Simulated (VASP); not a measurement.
These are vdW-DF2, VASP's PBE PAW potentials (set 64) (plane waves; VASP) values and carry that method's errors.

A VASP calculation is set up with these files.

POSCAR:
```
Si
1
    0.0000000000     2.7696324465     2.7696324465
    2.7696324465     0.0000000000     2.7696324465
    2.7696324465     2.7696324465     0.0000000000
Si
2
Direct
  0.0000000000   0.0000000000   0.0000000000
  0.2500000000   0.2500000000   0.2500000000
```

File KPOINTS:
```
Automatic mesh
0
Gamma
9 9 9
0 0 0
```

INCAR:
```
! general
SYSTEM    =  Si
PREC      =  Accurate
ENCUT     =  520
LREAL     =  F
LASPH     =  T

! electronic loop
EDIFF     =  1E-7
NELM      =  100
ALGO      =  Normal

! smearing
ISMEAR    =  -5

! functional
GGA       =  ML
LUSE_VDW  =  T
AGGAC     =  0.0
ZAB_VDW   =  -1.8867

! ions
ISIF      =  2

! output
LWAVE     =  F
LCHARG    =  T
LORBIT    =  11
NEDOS     =  601
```

POTCAR, in this order: Si (PBE.64 set). Program: vasp_std.

The resulting files:

### OUTCAR
```
 ion  position               nearest neighbor table
   1  0.000  0.000  0.000-   2 2.40   2 2.40   2 2.40   2 2.40
   2  0.250  0.250  0.250-   1 2.40   1 2.40   1 2.40   1 2.40
  LATTYP: Found a face centered cubic cell.
 ALAT       =     5.5392648930
 Subroutine PRICEL returns:
 Original cell was already a primitive cell.
 Subroutine GETGRP returns: Found 48 space group operations
The static configuration has the point symmetry T_d .
 The point group associated with its full space group is O_h .
The dynamic configuration has the point symmetry T_d .
 Subroutine INISYM returns: Found 48 space group operations
 Subroutine IBZKPT returns following result:
 Found     35 irreducible k-points:

 Following reciprocal coordinates:
            Coordinates               Weight
  0.000000  0.000000  0.000000      1.000000
  0.111111  0.000000  0.000000      8.000000
  0.222222  0.000000  0.000000      8.000000
  0.333333  0.000000  0.000000      8.000000
  0.444444  0.000000  0.000000      8.000000
  0.111111  0.111111  0.000000      6.000000
  0.222222  0.111111  0.000000     24.000000
  0.333333  0.111111  0.000000     24.000000
  0.444444  0.111111  0.000000     24.000000
 -0.444444  0.111111  0.000000     24.000000
 -0.333333  0.111111  0.000000     24.000000
 -0.222222  0.111111  0.000000     24.000000
 -0.111111  0.111111  0.000000     12.000000
  0.222222  0.222222  0.000000      6.000000
  0.333333  0.222222  0.000000     24.000000
  0.444444  0.222222  0.000000     24.000000
 -0.444444  0.222222  0.000000     24.000000
 -0.333333  0.222222  0.000000     24.000000
 -0.222222  0.222222  0.000000     12.000000
  0.333333  0.333333  0.000000      6.000000
  0.444444  0.333333  0.000000     24.000000
 -0.444444  0.333333  0.000000     24.000000
 -0.333333  0.333333  0.000000     12.000000
...
```

File OSZICAR:
```
       N       E                     dE             d eps       ncg     rms          rms(c)
DAV:   1     0.123114088031E+02    0.12311E+02   -0.32611E+03   560   0.766E+02
DAV:   2    -0.734131346249E+01   -0.19653E+02   -0.19458E+02   904   0.861E+01
DAV:   3    -0.761422541113E+01   -0.27291E+00   -0.27291E+00   752   0.130E+01
DAV:   4    -0.761545800291E+01   -0.12326E-02   -0.12326E-02   872   0.952E-01
DAV:   5    -0.761546057135E+01   -0.25684E-05   -0.25684E-05   816   0.294E-02    0.330E+00
DAV:   6    -0.755346662813E+01    0.61994E-01   -0.13486E-01   712   0.228E+00    0.216E+00
DAV:   7    -0.751320662477E+01    0.40260E-01   -0.38747E-01   712   0.361E+00    0.377E-01
DAV:   8    -0.751267291381E+01    0.53371E-03   -0.18003E-02   616   0.943E-01    0.186E-01
DAV:   9    -0.751207676725E+01    0.59615E-03   -0.39142E-03   768   0.406E-01    0.342E-02
DAV:  10    -0.751208665054E+01   -0.98833E-05   -0.40193E-05   792   0.648E-02    0.152E-02
DAV:  11    -0.751209338792E+01   -0.67374E-05   -0.18322E-05   680   0.445E-02    0.488E-03
DAV:  12    -0.751209416798E+01   -0.78006E-06   -0.40047E-07   832   0.696E-03    0.140E-03
DAV:  13    -0.751209422676E+01   -0.58776E-07   -0.27697E-08   480   0.197E-03
   1 F= -.75120942E+01 E0= -.75120942E+01  d E =0.000000E+00
```

### OUTCAR
```
------------------------ aborting loop because EDIFF is reached ----------------------------------------
  FORCE on cell =-STRESS in cart. coord.  units (eV):
  Direction    XX          YY          ZZ          XY          YZ          ZX
  --------------------------------------------------------------------------------------
  Total        0.0005540      0.0005540      0.0005540     -0.0000000      0.0000000     -0.0000000
  in kB        0.0208891      0.0208891      0.0208891     -0.0000000      0.0000000     -0.0000000
  external PRESSURE =       0.0208891 kB  Pullay stress =       0.0000000 kB
  volume of cell :       42.49
      direct lattice vectors                 reciprocal lattice vectors
     0.000000000  2.769632447  2.769632447    -0.180529370  0.180529370  0.180529370
     2.769632447  0.000000000  2.769632447     0.180529370 -0.180529370  0.180529370
     2.769632447  2.769632447  0.000000000     0.180529370  0.180529370 -0.180529370
 POSITION                                       TOTAL-FORCE (eV/Angst)
 -----------------------------------------------------------------------------------
      0.00000      0.00000      0.00000        -0.000000     -0.000000     -0.000000
      1.38482      1.38482      1.38482         0.000000      0.000000      0.000000
 -----------------------------------------------------------------------------------
    total drift:                               -0.000000     -0.000000     -0.000000
  FREE ENERGIE OF THE ION-ELECTRON SYSTEM (eV)
  ---------------------------------------------------
  free  energy   TOTEN  =        -7.5120942268 eV

  energy  without entropy=       -7.5120942268  energy(sigma->0) =       -7.51209423

 total charge

# of ion       s       p       d       tot
------------------------------------------
    1        0.751   0.911   0.000   1.662
    2        0.751   0.911   0.000   1.662
--------------------------------------------------
tot          1.502   1.822   0.000   3.324
```
(Selected blocks of OUTCAR.)

File OUTCAR:
```
 val. band max:        5.1989952464   @ k =   0.0000   0.0000   0.0000

 cond. band min:       6.1907303249   @ k =   0.4444   0.4444   0.0000


 Fermi energy:         5.2083160290

 k-point     1 :       0.0000    0.0000    0.0000
  band No.  band energies     occupation
      1      -6.2672      2.00000
      2       5.1990      2.00000
      3       5.1990      2.00000
      4       5.1990      2.00000
      5       7.8107      0.00000
      6       7.9671      0.00000
      7       7.9671      0.00000
      8       7.9671      0.00000

 k-point     2 :       0.1111    0.0000    0.0000
  band No.  band energies     occupation
      1      -6.1158      2.00000
      2       3.8896      2.00000
      3       4.9922      2.00000
      4       4.9922      2.00000
      5       7.6906      0.00000
      6       8.2808      0.00000
      7       8.2808      0.00000
      8       9.1715      0.00000

 k-point     3 :       0.2222    0.0000    0.0000
  band No.  band energies     occupation
      1      -5.6723      2.00000
      2       1.9186      2.00000
      3       4.6053      2.00000
      4       4.6053      2.00000
      5       7.2540      0.00000
      6       8.7992      0.00000
      7       8.7992      0.00000
      8      11.1628      0.00000

 k-point     4 :       0.3333    0.0000    0.0000
  band No.  band energies     occupation
      1      -4.9866      2.00000
      2       0.1225      2.00000
      3       4.2859      2.00000
      4       4.2859      2.00000
      5       6.8797      0.00000
      6       8.9471      0.00000
      7       8.9471      0.00000
      8      12.9435      0.00000

 k-point     5 :       0.4444    0.0000    0.0000
  band No.  band energies     occupation
      1      -4.2740      2.00000
      2      -1.1622      2.00000
      3       4.1165      2.00000
      4       4.1165      2.00000
      5       6.6776      0.00000
      6       8.8661      0.00000
      7       8.8661      0.00000
...
```

The compound is Si in the diamond structure. It was relaxed first, which changed the volume by +6 %.
